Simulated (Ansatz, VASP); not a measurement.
# GaAsHCl (H-GaAs-Cl chair monolayer): VASP beside Ansatz

Aim: how closely do two programs agree when they are given the same cell, functional and k mesh? The cell is taken from a series of runs on this material, whose earlier steps may have relaxed, scaled, displaced or heated it; both programs get it as it stands.

Program: Ansatz 0.2.0. Level of theory: plane waves, with VASP 6.6.1 beside it; PBE with D3(BJ). Results are calculated unless marked as measured.

**1. The structure**

The cell holds 4 atoms: 1 Cl, 1 As, 1 Ga and 1 H. Its edges and angles: a = 4.056 Å, b = 4.056 Å, c = 22.536 Å, α = 90.0°, β = 90.0°, γ = 120.0°. Vacuum lies along c.

**2. VASP: single point, PBE with D3(BJ)**

A single point takes one fixed geometry, so differences don't come from the geometry; what else differs is listed under the comparison.

Lines of VASP's logs that name or quote its potential files are left out, and so is its time.

Contents of INCAR:

```
SYSTEM = GaAsHCl
PREC = Accurate
ENCUT = 400
EDIFF = 1E-06
NELM = 120
ISMEAR = -1
SIGMA = 0.02585
LREAL = .FALSE.
ALGO = Normal
GGA = PE
IVDW = 12
NBANDS = 19
LORBIT = 11
LWAVE = .FALSE.
LCHARG = .FALSE.
ISIF = 2
LDIPOL = .TRUE.
IDIPOL = 3
DIPOL = 0.5 0.5 0.508
LVHAR = .TRUE.
LASPH = .TRUE.
GGA_COMPAT = .FALSE.
EFERMI = MIDGAP
NELMDL = -8
```

Contents of POSCAR:

```
GaAsHCl
1.0
    4.0562301164      0.0000000000      0.0000000000
   -2.0281150582      3.5127983244      0.0000000000
    0.0000000000      0.0000000000     22.5363536923
Cl As Ga H
1 1 1 1
Direct
    0.6666666667      0.3333333333      0.3993547547
    0.6666666667      0.3333333333      0.4961870825
    0.3333333334      0.6666666666      0.5310542765
    0.3333333334      0.6666666666      0.6006452453
```

Contents of KPOINTS:

```
Automatic mesh
0
Gamma
12 12 1
0 0 0
```

Potentials, in the order of the species: Cl, As, Ga_d and H (PBE family, release 64).

Launch:

```sh
> mpirun -np 1 vasp_std
```

Numbers of over 12 decimals in the logs are rounded to 6 here.

The program printed:

```text
[banner, memory and clock lines left out]
running    1 mpi-ranks, on    1 nodes
 distrk:  each k-point on    1 cores,    1 groups
 distr:  one band on    1 cores,    1 groups

 POSCAR found type information on POSCAR ClAsGaH
 POSCAR found :  4 types and       4 ions
 LDA part: xc-table for (Slater+PW92), standard interpolation
 POSCAR, INCAR and KPOINTS ok, starting setup
 FFT: planning ... GRIDC
 FFT: planning ... GRID_SOFT
 FFT: planning ... GRID
 WAVECAR not read
 entering main loop
       N       E                     dE             d eps       ncg     rms          rms(c)
DAV:   1     0.149696019142E+03    0.14970E+03   -0.92582E+03   834   0.881E+02
DAV:   2     0.741435068248E+01   -0.14228E+03   -0.13894E+03   941   0.202E+02
DAV:   3    -0.133903046661E+02   -0.20805E+02   -0.20709E+02   921   0.797E+01
DAV:   4    -0.140771341053E+02   -0.68683E+00   -0.68606E+00   989   0.170E+01
DAV:   5    -0.140903534301E+02   -0.13219E-01   -0.13218E-01   941   0.229E+00
DAV:   6    -0.140911024135E+02   -0.74898E-03   -0.74898E-03  1065   0.470E-01
DAV:   7    -0.140911112383E+02   -0.88249E-05   -0.88248E-05  1008   0.533E-02
DAV:   8    -0.140911115727E+02   -0.33435E-06   -0.33440E-06   975   0.106E-02    0.682E+00
DAV:   9    -0.136915663958E+02    0.39955E+00   -0.45638E-01  1126   0.672E+00    0.438E+00
DAV:  10    -0.136012898465E+02    0.90277E-01   -0.69149E-01   894   0.523E+00    0.857E-01
DAV:  11    -0.135906705085E+02    0.10619E-01   -0.14619E-01   940   0.287E+00    0.242E-01
DAV:  12    -0.135918794949E+02   -0.12090E-02   -0.75136E-03   906   0.638E-01    0.113E-01
DAV:  13    -0.135919760674E+02   -0.96573E-04   -0.93905E-04   923   0.186E-01    0.519E-02
DAV:  14    -0.135919670481E+02    0.90193E-05   -0.43651E-04   904   0.122E-01    0.158E-02
DAV:  15    -0.135919745381E+02   -0.74901E-05   -0.64487E-05   993   0.455E-02    0.118E-02
DAV:  16    -0.135921036088E+02   -0.12907E-03   -0.42280E-05   866   0.268E-02    0.761E-03
DAV:  17    -0.135922619948E+02   -0.15839E-03   -0.18320E-05   854   0.172E-02    0.368E-03
DAV:  18    -0.135923954131E+02   -0.13342E-03   -0.10388E-05   956   0.132E-02    0.199E-03
DAV:  19    -0.135924299638E+02   -0.34551E-04   -0.56746E-07   809   0.425E-03    0.106E-03
DAV:  20    -0.135924621898E+02   -0.32226E-04   -0.62190E-07   745   0.346E-03    0.720E-04
DAV:  21    -0.135924675453E+02   -0.53556E-05   -0.48985E-08   838   0.130E-03    0.397E-04
DAV:  22    -0.135924738403E+02   -0.62950E-05   -0.20003E-07   642   0.168E-03    0.161E-04
DAV:  23    -0.135924743685E+02   -0.52821E-06   -0.13975E-08   851   0.686E-04
   1 F= -.14102644E+02 E0= -.14102644E+02  d E =-.110668E-12
```

From OUTCAR (step 2):

```text
ion  position               nearest neighbor table
   1  0.667  0.333  0.399-   2 2.18
   2  0.667  0.333  0.496-   1 2.18   3 2.47   3 2.47   3 2.47
   3  0.333  0.667  0.531-   4 1.57   2 2.47   2 2.47   2 2.47
   4  0.333  0.667  0.601-   3 1.57

  LATTYP: Found a hexagonal cell.
 ALAT       =     4.0562301164
 C/A-ratio  =     5.5559850022

 Subroutine GETGRP returns: Found  6 space group operations
 (whereof  6 operations were pure point group operations)

The static configuration has the point symmetry C_3v.

 Found     19 irreducible k-points:

   k-points           NKPTS =     19   k-points in BZ     NKDIM =     19   number of bands    NBANDS=     19

   dimension x,y,z NGX =    28 NGY =   28 NGZ =  150
   dimension x,y,z NGXF=    56 NGYF=   56 NGZF=  300

   ENCUT  =  400.0 eV  29.40 Ry    5.42 a.u.   6.61  6.61 36.75*2*pi/ulx,y,z

   NELECT =      26.0000    total number of electrons

 k-points in reciprocal lattice and weights: Automatic mesh
   0.00000000  0.00000000  0.00000000       0.007
   0.08333333 -0.00000000  0.00000000       0.042
   0.16666667 -0.00000000  0.00000000       0.042
   0.25000000 -0.00000000  0.00000000       0.042
   0.33333333 -0.00000000  0.00000000       0.042
   0.41666667 -0.00000000  0.00000000       0.042
   0.50000000 -0.00000000  0.00000000       0.021
   0.08333333  0.08333333  0.00000000       0.042
   0.16666667  0.08333333  0.00000000       0.083
[...]
0.33333333  0.25000000  0.00000000       0.083
   0.33333333  0.33333333  0.00000000       0.014

 dipolmoment           0.000000      0.000000     -0.046382 electrons x Angstroem

 average (electrostatic) potential at core
       1 -99.1902       2 -58.5135       3 -73.5715       4 -39.3986

 E-fermi :  -3.1446

 k-point     1 :       0.0000    0.0000    0.0000
  band No.  band energies     occupation
    ...
      9      -6.7337      2.00000
     10      -6.2120      2.00000
     11      -6.2120      2.00000
     12      -3.8257      2.00000
     13      -3.8257      2.00000
     14      -2.4635      0.00000
     15      -1.1308      0.00000
     16       0.8519      0.00000
     17       0.8519      0.00000
     18       1.3043      0.00000
    ...

 k-point     2 :       0.0833   -0.0000    0.0000
  band No.  band energies     occupation
    ...
      9      -6.7683      2.00000
     10      -6.3662      2.00000
     11      -6.2427      2.00000
     12      -4.3535      2.00000
     13      -3.9287      2.00000
     14      -1.8659      0.00000
     15      -1.1092      0.00000
     16       0.6784      0.00000
     17       1.0798      0.00000
     18       1.4265      0.00000
    ...

 k-point     3 :       0.1667   -0.0000    0.0000
  band No.  band energies     occupation
    ...
      9      -7.0233      2.00000
     10      -6.6515      2.00000
     11      -6.3273      2.00000
     12      -4.9962      2.00000
     13      -4.1711      2.00000
     14      -1.3093      0.00000
     15      -0.9902      0.00000
     16       0.7376      0.00000
     17       1.6649      0.00000
     18       1.6655      0.00000
    ...

 Edisp (eV)   -0.51017

  Total      -0.08929    -0.08929    -0.12193    -0.00000     0.00000    -0.00000
  in kB      -0.44548    -0.44548    -0.60834    -0.00000     0.00000    -0.00000
  external pressure =       -0.50 kB  Pullay stress =        0.00 kB

  energy-cutoff  :      400.00
  volume of cell :      321.11
      direct lattice vectors                 reciprocal lattice vectors
     4.056230116  0.000000000  0.000000000     0.246534336  0.142336665  0.000000000
    -2.028115058  3.512798324  0.000000000     0.000000000  0.284673331  0.000000000
     0.000000000  0.000000000 22.536353692     0.000000000  0.000000000  0.044372751

 POSITION                                       TOTAL-FORCE (eV/Angst)
 -----------------------------------------------------------------------------------
      2.02812      1.17093      9.00000        -0.000000     -0.000000     -0.009826
      2.02812      1.17093     11.18225        -0.000000     -0.000000     -0.001086
      0.00000      2.34187     11.96803         0.000000      0.000000      0.026712
      0.00000      2.34187     13.53635        -0.000000     -0.000000     -0.015800
 -----------------------------------------------------------------------------------
    total drift:                                0.000002     -0.000001      0.003223

  FREE ENERGIE OF THE ION-ELECTRON SYSTEM (eV)
  ---------------------------------------------------
  free  energy   TOTEN  =       -14.1026443787 eV

  energy  without entropy=      -14.1026443787  energy(sigma->0) =      -14.10264438

 vacuum level on the upper side and lower side of the slab         1.654         2.243

 total charge
# of ion       s       p       d       tot
------------------------------------------
    1        1.610   3.469   0.000   5.079
    2        1.217   1.493   0.060   2.769
    3        0.887   0.864   9.987  11.738
    4        0.527   0.009   0.000   0.537
--------------------------------------------------
tot          4.241   5.835  10.047  20.123

[... 3 further parts left out ...]
```

**3. Ansatz: single point, PBE with D3(BJ)**

Ansatz runs on its PAW soft_1 files.

The same cell, functional, mesh and smearing now go to Ansatz, which takes its cutoff from its data sets.

Contents of input.yaml:

```yaml
crystal:
  lattice:
    - [4.0562301164, 0.0, 0.0]
    - [-2.0281150582, 3.5127983244, 0.0]
    - [0.0, 0.0, 22.5363536923]
  atoms:
    - { symbol: Cl, position: [0.6666666667, 0.3333333333, 0.3993547547] }
    - { symbol: As, position: [0.6666666667, 0.3333333333, 0.4961870825] }
    - { symbol: Ga, position: [0.3333333333, 0.6666666667, 0.5310542765] }
    - { symbol: H, position: [0.3333333333, 0.6666666667, 0.6006452453] }
kpoints:
  mp_grid: { grid: [12, 12, 1] }
  band_path:
    path: [[0, 0, 0], [0.5, 0, 0], [0.33333333, 0.33333333, 0], [0, 0, 0]]
    npoints: 16
hamiltonian:
  xc: pbe
  dispersion: d3bj
  pseudopotentials: { kind: paw, azcp: { folder: soft_1 } }
scf:
  occupations: { method: fermi_dirac, width: 0.02585 }
  convergence: { dr2_threshold: 1.0e-10 }
efield:
  axis: 3
  dipole_correction: true
  ramp_position: 0.97
  ramp_width: 0.06
  amplitude: 0
output:
  dos: { projected: true, e_range: [-6, 5] }
  write_potential: true
  write_density: true
  volumetric_format: npy
  elf: true
```

Launch:

```sh
> ansatz run input.yaml --threads 2 --pin off --max-ram 3072MiB --backend cpu --events-out ev --progress --plain --runs-dir out
```

The program printed:

```text
Engine: ansatz 0.2.0, aarch64-unknown-linux-gnu
Pseudopotentials: kind: paw
Pseudopotential: Cl, paw, valence charge 7, recommended cutoff 420 eV (normal), soft_1/Cl.paw.azcp
Pseudopotential: As, paw, valence charge 15, recommended cutoff 420 eV (normal), soft_1/As.paw.azcp
Pseudopotential: Ga, paw, valence charge 13, recommended cutoff 420 eV (normal), soft_1/Ga.paw.azcp
Pseudopotential: H, paw, valence charge 1, recommended cutoff 420 eV (normal), soft_1/H.paw.azcp
Functional definition: PBE
  parameter kappa = 0.804
  parameter beta = 0.066725
  exchange = pbe_x(kappa = kappa, mu = beta*pi^2/3)
  correlation = pbe_c(beta = beta)
Crystal: 4 atoms, lattice volume = 321.114 Å³
Basis set: ecut = 420 eV, 6267 PW (Γ)
Bands: 22, of which v1, the nominal top of the filled ones, is band 18 counted from 1 (17 counted from 0)
Symmetry: 6 space group operations
Space group: P3m1 (ITA 156), of the structure as read, at distance tolerance 6.8e-5 Å
k-points: 19 of 144 (time reversal used)
Non-local potential: Cl, projectors of the file, l = 0: 2, l = 1: 2, l = 2: 1
Non-local potential: As, projectors of the file, l = 0: 2, l = 1: 2, l = 2: 3, l = 3: 1
Non-local potential: Ga, projectors of the file, l = 0: 2, l = 1: 2, l = 2: 3, l = 3: 1
Non-local potential: H, projectors of the file, l = 0: 2, l = 1: 1
PAW form: soft (Blöchl's): semilocal exchange-correlation on the pseudo side does not see the compensation charge
PAW one-centre angular grid: Cl, 110 points (default); XC on 64 Gauss nodes
PAW one-centre angular grid: As, 590 points (default); XC on 64 Gauss nodes
PAW one-centre angular grid: Ga, 590 points (default); XC on 64 Gauss nodes
PAW one-centre angular grid: H, 110 points (default); XC on 64 Gauss nodes
Initial density: superposition of atomic densities (neutral atoms: chi_scale 0, normalization atom)
Initial wavefunctions: pseudopotential atomic-orbital guess
Functional: x = pbe(κ = 0.804, μ = 0.219515), c = pbe(β = 0.066725)
SCF iter   1: F=—  HF=-9736.311009 eV  |F-HF|=—  |Δ(HF+E_count)|=         —  Δρ=2.44e-2  dr2=1.72e0  ethr=3.10e-3  p=-0.000 e·Å  D=-1.04e-6 V/Å  ΔV_dip=0.00 eV  dr2_dipole=4.85e-5  V_vac-E_F(+/−)=5.62/5.62 eV  ⟨swp⟩=7.4  Hψ=2378  notcnv=0
efield: sawtooth ramp at fractional position 0.9700 (set: `efield.ramp_position`, or a place that a band, a saddle search or an elastic batch's reference lends), width 0.0600; the density the first Hamiltonian is built on has a dipole p = -0.000 e·Å; the dipole correction subtracts the counter field D = -1.04e-6 V/Å, which shifts the + side's vacuum level by +0.00 eV against the − side's; the planar-averaged density in the ramp window peaks in size at 3.1e-6 e/Å³
preconditioner: auto → Resta (q_TF=auto, 1.895 Å⁻¹)  ε∞=1.7  [insulator: Δε(μ)=1.482 eV  Ē_g=13.074 eV  σ=0.026 eV  W_gap=1.00  n_scr=42 (ndim 8)  ℏωp=10.6 eV  f_vac=0.687  D(μ)=0.00/eV (n_scr^D=0)  ε∞_Penn≈1.7  vacuum switching on, ρ_ref=1.2e-2 e/Å³]
SCF iter   2: F=—  HF=-9735.899684 eV  |F-HF|=—  |Δ(HF+E_count)|=   4.11e-1  Δρ=1.07e-2  dr2=2.87e-1  ethr=3.10e-3  p=0.004 e·Å  D=2.31e-3 V/Å  ΔV_dip=-0.05 eV  dr2_dipole=4.08e-4  V_vac-E_F(+/−)=5.74/5.79 eV  ⟨swp⟩=3.4  Hψ=841  notcnv=0
SCF iter   3: F=—  HF=-9735.857772 eV  |F-HF|=—  |Δ(HF+E_count)|=   4.19e-2  Δρ=2.89e-3  dr2=4.22e-2  ethr=7.98e-4  p=0.026 e·Å  D=1.48e-2 V/Å  ΔV_dip=-0.33 eV  dr2_dipole=2.88e-3  V_vac-E_F(+/−)=4.90/5.23 eV  ⟨swp⟩=4.4  Hψ=903  notcnv=0
SCF iter   4: F=—  HF=-9735.849884 eV  |F-HF|=—  |Δ(HF+E_count)|=   7.89e-3  Δρ=1.24e-3  dr2=1.36e-2  ethr=1.17e-4  p=0.064 e·Å  D=3.63e-2 V/Å  ΔV_dip=-0.82 eV  dr2_dipole=2.76e-3  V_vac-E_F(+/−)=4.72/5.54 eV  ⟨swp⟩=3.4  Hψ=867  notcnv=0
SCF iter   5: F=—  HF=-9735.848108 eV  |F-HF|=—  |Δ(HF+E_count)|=   1.78e-3  Δρ=6.18e-4  dr2=1.62e-3  ethr=3.79e-5  p=0.044 e·Å  D=2.48e-2 V/Å  ΔV_dip=-0.56 eV  dr2_dipole=2.68e-4  V_vac-E_F(+/−)=4.82/5.38 eV  ⟨swp⟩=3.2  Hψ=662  notcnv=0
SCF iter   6: F=—  HF=-9735.848140 eV  |F-HF|=—  |Δ(HF+E_count)|=   3.21e-5  Δρ=2.02e-4  dr2=8.38e-5  ethr=4.49e-6  p=0.049 e·Å  D=2.74e-2 V/Å  ΔV_dip=-0.62 eV  dr2_dipole=8.96e-7  V_vac-E_F(+/−)=4.78/5.40 eV  ⟨swp⟩=2.2  Hψ=538  notcnv=0
SCF iter   7: F=—  HF=-9735.848208 eV  |F-HF|=—  |Δ(HF+E_count)|=   6.75e-5  Δρ=6.47e-5  dr2=1.06e-5  ethr=2.33e-7  p=0.049 e·Å  D=2.74e-2 V/Å  ΔV_dip=-0.62 eV  dr2_dipole=5.77e-8  V_vac-E_F(+/−)=4.78/5.40 eV  ⟨swp⟩=2.0  Hψ=654  notcnv=0
SCF iter   8: F=—  HF=-9735.848216 eV  |F-HF|=—  |Δ(HF+E_count)|=   8.26e-6  Δρ=1.81e-5  dr2=7.72e-7  ethr=2.95e-8  p=0.049 e·Å  D=2.74e-2 V/Å  ΔV_dip=-0.62 eV  dr2_dipole=1.17e-10  V_vac-E_F(+/−)=4.78/5.40 eV  ⟨swp⟩=2.0  Hψ=648  notcnv=0
SCF iter   9: F=—  HF=-9735.848232 eV  |F-HF|=—  |Δ(HF+E_count)|=   1.61e-5  Δρ=5.39e-6  dr2=8.93e-8  ethr=2.15e-9  p=0.049 e·Å  D=2.74e-2 V/Å  ΔV_dip=-0.62 eV  dr2_dipole=7.85e-12  V_vac-E_F(+/−)=4.78/5.40 eV  ⟨swp⟩=2.0  Hψ=760  notcnv=0
SCF iter  10: F=—  HF=-9735.848232 eV  |F-HF|=—  |Δ(HF+E_count)|=   1.53e-7  Δρ=8.06e-7  dr2=2.51e-9  ethr=2.48e-10  p=0.049 e·Å  D=2.74e-2 V/Å  ΔV_dip=-0.62 eV  dr2_dipole=1.49e-10  V_vac-E_F(+/−)=4.78/5.40 eV  ⟨swp⟩=2.0  Hψ=760  notcnv=0
SCF iter  11: F=—  HF=-9735.848232 eV  |F-HF|=—  |Δ(HF+E_count)|=   1.70e-9  Δρ=2.47e-7  dr2=1.45e-10  ethr=6.96e-12  p=0.049 e·Å  D=2.74e-2 V/Å  ΔV_dip=-0.62 eV  dr2_dipole=8.64e-14  V_vac-E_F(+/−)=4.78/5.40 eV  ⟨swp⟩=2.0  Hψ=760  notcnv=0
SCF iter  12: F=-9735.848232 eV  HF=-9735.848232 eV  |F-HF|=3.09e-11  |Δ(HF+E_count)|=  2.11e-10  Δρ=8.26e-8  dr2=1.47e-11  ethr=1.00e-12  p=0.049 e·Å  D=2.74e-2 V/Å  ΔV_dip=-0.62 eV  dr2_dipole=9.09e-16  V_vac-E_F(+/−)=4.78/5.40 eV  ⟨swp⟩=3.5  Hψ=1119  notcnv=0
the search or the solves at the SCF's close seem to have found levels that the self-consistency loop had missed (the run counts 1). By its estimate they hold under 1e-12 electrons; where the run keeps them, the occupations were computed again with them
SCF 1 converged in 12 iterations: F = -9735.848232 eV  dr2 = 1.47e-11
  greatest PAW one-centre occupation: 0.999 electrons in one spin orbital (limit 2), on the As atom at site 1 (counted from 0), in its partial waves of l = 2
NSCF: frozen V_eff on 49 k-points
efield: sawtooth ramp at fractional position 0.9700 (kept from the solve that this one continues, or follows in the run), width 0.0600; the density the first Hamiltonian is built on has a dipole p = 0.049 e·Å; the dipole correction subtracts the counter field D = 2.74e-2 V/Å, which shifts the + side's vacuum level by -0.62 eV against the − side's; the planar-averaged density in the ramp window peaks in size at 3.4e-6 e/Å³
WARN: The output density's exchange-correlation potential varies sharply where the density is thin. Do not read a vacuum level from v_tot or v_xc, or from such a field of the output density. On a cell that repeats whose density bears no net charge and no dipole along the vacuum's axis use v_es (v_loc + v_h of the components); under efield.dipole_correction with no amplitude use v_es + v_field, which holds any externa [...]
SCF converged after 12 iterations
Free energy (F): -9735.848232 eV
Harris-Foulkes:  -9735.848232 eV  (|F-HF|=3.09e-11)
Internal energy: -9735.848232 eV  (E = F + TS)
E sigma→0 (E₀):  -9735.848232 eV
Fermi energy:    -2.483319 eV
Dipole field:    D = 0.027371 V/Å  (p = 0.048572 e·Å, saw-weighted, corrected)
Work function:   Φ+ = 4.7835 eV   Φ− = 5.4003 eV
Levels:          The Fermi level and band energies are counted from a zero that moves with the ramp; work functions are not
--- Per-component energies (eV) ---
  E_band       = -700.756469
  E_kinetic    = 373.509501
  E_local      = -24820.720950  (includes V_loc(G=0)·N_el)
  E_nonlocal   = -453.943484
  E_hartree    = 12489.540732
  E_xc         = -248.762459
  E_vxc        = -255.806983  (∫ρ·V_xc dr)
  E_paw        = -4664.629044  (= ΣΔE_a)
  E_vpaw       = -523.035066  (= ΣTr[D̂ρ^β])
  E_aug_tail   = -0.001035  (compensation charges beyond the density's cutoff)
  E_efield     = 0.000665  (sawtooth field / dipole correction)
  E_vefield    = 0.160080  (∫n·V_field dr)
  E_ewald      = 7589.668055
  E_disp       = -0.510213  (pairwise vdW)
  E_smearing   = -0.000000  (= −TS)
  E_closure    = -0.000000  (closes the sum)
  Σ components = -9735.848232   (vs F -9735.848232, Δ=0.00e0)
--- Band table (eV; the first three rows and the last of 19) ---
  k-point 0: bands = [... 14 lower, -5.5422, -5.5422, -3.1736, -3.1736, -1.8124, -0.4891, 1.5083, 1.5083]
  k-point 1: bands = [... 14 lower, -5.6981, -5.5732, -3.6984, -3.2761, -1.2160, -0.4676, 1.3324, 1.7360]
  k-point 2: bands = [... 14 lower, -5.9912, -5.6586, -4.3369, -3.5175, -0.6623, -0.3452, 1.3883, 2.3085]
  k-point 18: bands = [... 14 lower, -7.0538, -6.2725, -5.1606, -4.7384, -0.6386, 1.7920, 2.2423, 3.4857]
```

In the SCF lines HF is the Harris–Foulkes energy and dr2 the Hartree energy of the density residual, in eV; the loop may stop once dr2 is under the threshold and the program's other checks hold. Hψ counts applications of the Hamiltonian.

**4. Comparison**

Known differences besides the potentials themselves: the data sets hold 36 valence electrons in Ansatz (on its PAW soft_1 files) and 26 in VASP; the cutoff is 420 eV in Ansatz and 400 eV in VASP. Total energies have different zeros and are not compared.

The two programs side by side:

```
              quantity  Ansatz   VASP  difference
gap on the k mesh (eV)   1.361  1.362      -0.001
```

A gap on the mesh is an upper bound, since the band edges may lie between its points. Where the cell holds vacuum, a pressure given here is an average over it and none of the material.

**5. Outcome**

```json
{"difference in gap on the k mesh (single point, PBE with D3(BJ))": "-0.0010 eV"}
```

**Reading.** The difference in gap on the k mesh is -0.0010 eV (single point, PBE with D3(BJ)), within the 0.08 eV picked in this series as the mark of a large difference. The data sets hold unlike numbers of valence electrons (36 in Ansatz and 26 in VASP), so part of the differences may come from the potentials. Such differences can come from data sets, numerical settings and the points named under the comparisons, not from the functional's error against experiment.

[Lines on the potential files, build, host, timing and source positions are cut from VASP's logs without a mark.]

[Logs are printed without paths, hosts, clocks, repeated set-up lines and the standing remarks that a program may print on its own settings, such as how far it seeks lower states.]

[Hosts, paths, dates, database ids (printed as entryN), source tags and the programs' standing remarks are cut or masked in the printed files.]
